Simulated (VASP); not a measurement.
VASP runs on CoSi2 (fluorite) share one base input (PBE GGA, plane waves, VASP's PBE PAW potentials (set 64)) and change the settings named in each case.

**INCAR**
```
ALGO=Normal
ISIF=2   ! forces and stress, cell fixed
SIGMA=0.1
ISMEAR=1
LMAXMIX=4   ! l cut-off of mixed one-centre charges
SYSTEM=CoSi2
LWAVE=.False.
LASPH=.True.   ! aspherical one-centre terms
EDIFF=1E-6
LREAL=.False.   ! projection in real space or not
PREC=Accurate
GGA=PE   ! PBE
ENCUT=400   ! plane-wave cut-off (eV)
NELM=100
LCHARG=.False.
```

File KPOINTS:
```
Automatic mesh
0
Gamma
9 9 9
0 0 0
```

### POSCAR
```
CoSi2
1
    0.0000000000     2.6800000000     2.6800000000
    2.6800000000     0.0000000000     2.6800000000
    2.6800000000     2.6800000000     0.0000000000
Co Si
1 2
Direct
  0.0000000000   0.0000000000   0.0000000000
  0.2500000000   0.2500000000   0.2500000000
  0.7500000000   0.7500000000   0.7500000000
```

POTCAR, in this order: Co Si (PBE.64 set). Program: vasp_std.

```csv
change,irreducible k-points
base run,35
ISYM = -1,729
ISYM = 0,365
ISYM = 1,35
SYMPREC = 1E-3,35
```

Left out are runs that ran out of time, are held back, or changed the cell or the kind of run, fixed moments of cells without a moment, rows past the twelfth, gaps on odd meshes, pressures of charged cells and columns that move by less than the noise.

The compound is CoSi2 in the fluorite structure. The cell was not relaxed at this level. The run is not spin-polarised, so no magnetic state was tried. The electron count is odd and the run is not spin-polarised, which forces a metal.
